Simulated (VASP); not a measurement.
# Driving VASP from ASE on TeRh, part 3 of 3

Do ASE scripts that read TeRh from different structure formats give one answer, and do several routes find one equilibrium volume? All runs use PBEsol. Left out of this account: 1 further run (self-consistent run: a reference on another mesh). The start is a cell from a database of measured crystal structures.

VASP 6.6.1; PBEsol, no spin polarisation; plane waves and PAW (Te, Rh_pv).

Still holding for the runs below: This run has no spin polarisation, although Rh can carry a moment.

So far. Step 4 (Full relaxation (PBEsol, through ASE)): It ends with forces that vanish by symmetry and a pressure of 0.00 GPa. Step 5 (Equation of state by an ASE loop (PBEsol)): The fitted volume lies +0.27 % from the relaxed one.

## 6. BFGS in ASE (PBEsol)

Here ASE drives the relaxation and calls VASP for forces and stress at each step.

Contents of run.py:

```python
import numpy as np
from ase.calculators.vasp import Vasp
from ase import Atoms
from ase.optimize import BFGS
from ase.filters import FrechetCellFilter

atoms = Atoms(['Te', 'Te', 'Rh', 'Rh'],
              cell=[[3.99, 0.0, 0.0], [-1.995, 3.45544136, 0.0], [0.0, 0.0, 5.66]],
              scaled_positions=[[0.33333333, 0.66666667, 0.25], [0.66666667, 0.33333333, 0.75], [0.0, 0.0, 0.0], [0.0, 0.0, 0.5]],
              pbc=True)

calc = Vasp(
    xc='pbesol',
    pp='PBE',
    prec='Accurate',
    encut=400,
    ediff=1e-06,
    nelm=100,
    ismear=-1,
    sigma=0.05,
    lreal=False,
    algo='Normal',
    nbands=27,
    lasph=True,
    lorbit=11,
    lwave=False,
    lcharg=False,
    kpar=4,
    isif=2,
    pp_version='64',
    setups={'Te': '', 'Rh': '_pv'},
    kpts=(9, 9, 6),
    gamma=True,
    txt='vasp.out',
)
atoms.calc = calc

BFGS(FrechetCellFilter(atoms)).run(fmax=0.02, steps=30)
print("cell (A, degrees):", np.round(atoms.cell.cellpar(), 4))
print("volume (A^3):", round(atoms.get_volume(), 4))
print("energy (eV):", round(atoms.get_potential_energy(), 6))
print("Fermi level (eV):", round(calc.get_fermi_level(), 4))
print("forces (eV/A):")
print(np.round(atoms.get_forces(), 4))
print("stress (GPa, Voigt, tension positive):", np.round(atoms.get_stress() * 160.21766, 3))
```

The projector-augmented-wave data sets are Te and Rh_pv (PBE family, release 64).

The run is started by

```bash
export ASE_VASP_COMMAND="mpirun -np 4 vasp_std"
python run.py
```

What it wrote:

```text
Step     Time          Energy          fmax
BFGS:    0 --:--:--      -24.661564        0.253982
BFGS:    1 --:--:--      -24.662128        0.226679
BFGS:    2 --:--:--      -24.664133        0.096974
BFGS:    3 --:--:--      -24.664369        0.091446
BFGS:    4 --:--:--      -24.665877        0.029372
BFGS:    5 --:--:--      -24.666214        0.010433
cell (A, degrees): [  4.0041   4.0041   5.5916  90.      90.     120.    ]
volume (A^3): 77.637
energy (eV): -24.658762
Fermi level (eV): 10.504
forces (eV/A):
[[-0.  0.  0.]
 [ 0. -0.  0.]
 [ 0.  0.  0.]
 [-0.  0.  0.]]
stress (GPa, Voigt, tension positive): [-0.061 -0.061 -0.086  0.     0.     0.   ]
```

The job ended after 89 s (4 MPI ranks of Intel Xeon 6975P-C (Granite Rapids), shared host; peak memory 0.79 GiB; 5.7 min of CPU time).

The INCAR that ASE wrote:

```
ENCUT = 400.000000
SIGMA = 0.050000
EDIFF = 1.00e-06
ALGO = Normal
GGA = PS
PREC = Accurate
ISIF = 2
ISMEAR = -1
KPAR = 4
LORBIT = 11
NBANDS = 27
NELM = 100
LASPH = .TRUE.
LCHARG = .FALSE.
LWAVE = .FALSE.
LREAL = .FALSE.
```

The KPOINTS that ASE wrote:

```
KPOINTS created by Atomic Simulation Environment
0
Gamma
9 9 6
0 0 0
```

VASP's own log, vasp.out (the last of its runs):

```text
[... set-up lines as in an earlier step ...]
 entering main loop
       N       E                     dE             d eps       ncg     rms          rms(c)
DAV:   1     0.309069987096E+03    0.30907E+03   -0.20640E+04  3016   0.123E+03
DAV:   2    -0.130062677607E+02   -0.32208E+03   -0.31569E+03  2932   0.359E+02
DAV:   3    -0.248443590342E+02   -0.11838E+02   -0.11637E+02  3037   0.684E+01
DAV:   4    -0.250350337518E+02   -0.19067E+00   -0.19016E+00  2846   0.850E+00
DAV:   5    -0.250391961836E+02   -0.41624E-02   -0.41615E-02  2933   0.129E+00    0.155E+01
DAV:   6    -0.247634287846E+02    0.27577E+00   -0.56874E-01  2826   0.639E+00    0.829E+00
DAV:   7    -0.247019139279E+02    0.61515E-01   -0.33887E-01  2708   0.335E+00    0.261E+00
DAV:   8    -0.246671855017E+02    0.34728E-01   -0.16870E-01  2709   0.349E+00    0.110E+00
DAV:   9    -0.246675706475E+02   -0.38515E-03   -0.42239E-03  2861   0.365E-01    0.103E+00
DAV:  10    -0.246692457201E+02   -0.16751E-02   -0.11848E-02  2759   0.925E-01    0.779E-01
DAV:  11    -0.246680428756E+02    0.12028E-02   -0.79700E-04  2730   0.199E-01    0.703E-01
DAV:  12    -0.246679441853E+02    0.98690E-04   -0.57433E-05  2835   0.386E-02    0.594E-01
DAV:  13    -0.246674692582E+02    0.47493E-03   -0.11895E-04  2677   0.754E-02    0.491E-01
DAV:  14    -0.246673874361E+02    0.81822E-04   -0.12470E-05  2811   0.176E-02    0.462E-01
DAV:  15    -0.246671973889E+02    0.19005E-03   -0.25382E-05  2678   0.354E-02    0.433E-01
DAV:  16    -0.246664410799E+02    0.75631E-03   -0.82045E-04  2681   0.197E-01    0.256E-01
DAV:  17    -0.246662334838E+02    0.20760E-03   -0.44730E-04  2900   0.130E-01    0.860E-02
DAV:  18    -0.246662166178E+02    0.16866E-04   -0.37031E-05  2921   0.364E-02    0.240E-02
DAV:  19    -0.246662144702E+02    0.21476E-05   -0.20061E-06  1643   0.100E-02    0.121E-02
DAV:  20    -0.246662138686E+02    0.60158E-06   -0.15899E-06  1464   0.674E-03
   1 F= -.24666214E+02 E0= -.24658762E+02  d E =-.149034E-01
```

OUTCAR, selected parts (step 6):

```text
   ENCUT  =  400.0 eV  29.40 Ry    5.42 a.u.   6.53  6.53  9.12*2*pi/ulx,y,z

   NELECT =      42.0000    total number of electrons

 E-fermi :  10.5040

 k-point     1 :       0.0000    0.0000    0.0000
  band No.  band energies     occupation
    ...
     16       7.8267      2.00000
     17       9.2336      2.00000
     18       9.2336      2.00000
     19       9.4715      2.00000
     20       9.4715      2.00000
     21      10.9952      0.00011
     22      11.5358      0.00000
     23      12.8769      0.00000
     24      13.5769      0.00000
     25      13.5769      0.00000
    ...

  Total        0.0294265      0.0294265      0.0417333      0.0000000      0.0000000     -0.0000000
  in kB        0.6072689      0.6072689      0.8612421      0.0000000      0.0000000     -0.0000000
  external PRESSURE =       0.6919266 kB  Pullay stress =       0.0000000 kB

 POSITION                                       TOTAL-FORCE (eV/Angst)
 -----------------------------------------------------------------------------------
     -0.00000      2.31174      1.39791        -0.000000      0.000000      0.000000
      2.00203      1.15587      4.19372         0.000000     -0.000000      0.000000
      0.00000      0.00000      0.00000         0.000000      0.000000      0.000000
      0.00000      0.00000      2.79581        -0.000000      0.000000      0.000000
 -----------------------------------------------------------------------------------
    total drift:                                0.000009     -0.000005      0.000007

  FREE ENERGIE OF THE ION-ELECTRON SYSTEM (eV)
  ---------------------------------------------------
  free  energy   TOTEN  =       -24.6662138686 eV

  energy  without entropy=      -24.6513104476  energy(sigma->0) =      -24.65876216

[... 3 parts as in an earlier step ...]

[... 13 further parts left out ...]
```

This step gave:

```
optimizer steps   : 5
volume after bfgs : 19.41 Å³/atom
```

## 7. Side by side

```
                                                run  atoms   mesh  energy (eV/atom)  pressure (GPa)
      ASE, structure read from an extended xyz file      4  9×9×6          -6.16352          -0.731
ASE, structure read from a CIF with its space group      4  7×7×4          -6.15968          -0.844
```

## 8. A single point (PBEsol, through ASE), changed input

This run is made with a changed input; what comes of it follows.

run.py: that of step 6 with these lines changed.

```diff
@@ -3,4 +3,3 @@
 from ase import Atoms
-from ase.optimize import BFGS
-from ase.filters import FrechetCellFilter
+from ase.dft.bandgap import bandgap
 
@@ -16,4 +15,4 @@
     encut=400,
-    ediff=1e-06,
-    nelm=100,
+    ediff=1e-14,
+    nelm=97,
     ismear=-1,
@@ -37,5 +36,2 @@
 
-BFGS(FrechetCellFilter(atoms)).run(fmax=0.02, steps=30)
-print("cell (A, degrees):", np.round(atoms.cell.cellpar(), 4))
-print("volume (A^3):", round(atoms.get_volume(), 4))
 print("energy (eV):", round(atoms.get_potential_energy(), 6))
@@ -45 +41,3 @@
 print("stress (GPa, Voigt, tension positive):", np.round(atoms.get_stress() * 160.21766, 3))
+gap, p1, p2 = bandgap(calc, direct=False)
+print("gap on the mesh (eV):", round(gap, 4))
```

What it wrote:

```text
energy (eV): -24.654087
Fermi level (eV): 10.4218
forces (eV/A):
[[-0.  0.  0.]
 [ 0. -0.  0.]
 [-0.  0.  0.]
 [-0.  0.  0.]]
stress (GPa, Voigt, tension positive): [ 0.053  0.053  2.084 -0.    -0.    -0.   ]
gap on the mesh (eV): 0.0
```

The job ended after 78 s (4 MPI ranks; peak memory 0.82 GiB).

The INCAR that ASE wrote:

```
ENCUT = 400.000000
SIGMA = 0.050000
EDIFF = 1.00e-14
ALGO = Normal
GGA = PS
PREC = Accurate
ISIF = 2
ISMEAR = -1
KPAR = 4
LORBIT = 11
NBANDS = 27
NELM = 97
LASPH = .TRUE.
LCHARG = .FALSE.
LWAVE = .FALSE.
LREAL = .FALSE.
```

The KPOINTS that ASE wrote:

```
KPOINTS created by Atomic Simulation Environment
0
Gamma
9 9 6
0 0 0
```

VASP's own log, vasp.out:

```text
[... set-up lines as in an earlier step ...]
 entering main loop
       N       E                     dE             d eps       ncg     rms          rms(c)
DAV:   1     0.313857971395E+03    0.31386E+03   -0.20824E+04  2992   0.123E+03
DAV:   2    -0.129926724529E+02   -0.32685E+03   -0.32018E+03  2918   0.362E+02
DAV:   3    -0.248454473564E+02   -0.11853E+02   -0.11647E+02  2991   0.685E+01
DAV:   4    -0.250240998835E+02   -0.17865E+00   -0.17842E+00  2908   0.836E+00
[...]
DAV:  95    -0.246615636654E+02   -0.25375E-09   -0.16771E-12  3607   0.948E-10    0.255E-07
DAV:  96    -0.246615636649E+02    0.54479E-09    0.23077E-13  3412   0.384E-09    0.253E-07
DAV:  97    -0.246615636662E+02   -0.13915E-08   -0.52247E-12  3420   0.214E-09
 -----------------------------------------------------------------------------
|                                                                             |
|           W    W    AA    RRRRR   N    N  II  N    N   GGGG   !!!           |
|           W    W   A  A   R    R  NN   N  II  NN   N  G    G  !!!           |
|           W    W  A    A  R    R  N N  N  II  N N  N  G       !!!           |
|           W WW W  AAAAAA  RRRRR   N  N N  II  N  N N  G  GGG   !            |
|           WW  WW  A    A  R   R   N   NN  II  N   NN  G    G                |
|           W    W  A    A  R    R  N    N  II  N    N   GGGG   !!!           |
|                                                                             |
|     The electronic self-consistency was not achieved in the given           |
|     number of steps (NELM). The forces and other quantities evaluated       |
|     might not be reliable so examine the results carefully. If you find     |
|     spurious results, we suggest increasing NELM, if you were close to      |
|     convergence or switching to a different ALGO or adjusting the           |
|     density mixing parameters otherwise.                                    |
|                                                                             |
 -----------------------------------------------------------------------------

   1 F= -.24661564E+02 E0= -.24654087E+02  d E =-.149528E-01
```

From OUTCAR (step 8):

```text
 k-point     1 :       0.0000    0.0000    0.0000
  band No.  band energies     occupation
    ...
     16       7.7496      2.00000
     17       9.0902      2.00000
     18       9.0902      2.00000
     19       9.4322      2.00000
     20       9.4322      2.00000
     21      10.8437      0.00043
     22      11.3233      0.00000
     23      12.8866      0.00000
     24      13.5113      0.00000
     25      13.5113      0.00000
    ...

  Total       -0.0256766     -0.0256766     -1.0149800      0.0000000     -0.0000000      0.0000000
  in kB       -0.5271764     -0.5271764    -20.8389207      0.0000000     -0.0000000      0.0000000
  external PRESSURE =      -7.2977579 kB  Pullay stress =       0.0000000 kB

 POSITION                                       TOTAL-FORCE (eV/Angst)
 -----------------------------------------------------------------------------------
     -0.00000      2.30363      1.41500        -0.000000      0.000000      0.000000
      1.99500      1.15181      4.24500         0.000000     -0.000000      0.000000
      0.00000      0.00000      0.00000        -0.000000      0.000000      0.000000
      0.00000      0.00000      2.83000        -0.000000      0.000000      0.000000
 -----------------------------------------------------------------------------------
    total drift:                               -0.000006      0.000003      0.000000

  FREE ENERGIE OF THE ION-ELECTRON SYSTEM (eV)
  ---------------------------------------------------
  free  energy   TOTEN  =       -24.6615636662 eV

  energy  without entropy=      -24.6466108212  energy(sigma->0) =      -24.65408724

[... 9 parts as in an earlier step ...]

[... 10 further parts left out ...]
[key lines of the parts left out:]
E-fermi :  10.4218
```

EDIFF was not reached within NELM cycles, so the run counts as unconverged.

At the end rms(c) stands at 3e-08, with no steady fall over the second half of the cycles shown.

The fault in the input: threshold below the noise (EDIFF = 1e-14). An EDIFF of 1E-06 to 1E-08 can be reached; this one can't.

## 9. Results

```json
{"energy, ASE, structure read from an extended xyz file": "-6.16352 eV/atom", "energy, ASE, structure read from a CIF with its space group": "-6.15968 eV/atom", "volume from VASP's own relaxation": "19.42 Å³/atom", "volume from the fit of the ASE volume loop": "19.47 Å³/atom", "volume from BFGS in ASE": "19.41 Å³/atom"}
```

In words: With the structure read from a CIF with its space group, ASE's run differs from the first script by +3.8 meV an atom, which comes from its other mesh. The routes to the equilibrium volume agree within 0.31 %. VASP's relaxation keeps the plane waves of its start, while ASE starts VASP afresh at each cell, and a loop at fixed shape can't relax anything but the volume. Magnetism was not tested.

[Lines on the potential files, build, host, timing and source positions are cut from VASP's logs without a mark.]

[Logs are printed without paths, hosts, clocks, repeated set-up lines and the standing remarks that a program may print on its own settings, such as how far it seeks lower states.]

[Hosts, paths, dates, database ids (printed as entryN), source tags and the programs' standing remarks are cut or masked in the printed files.]

[A measured line is paired with the nearest computed mode of its activity, which favours agreement.]
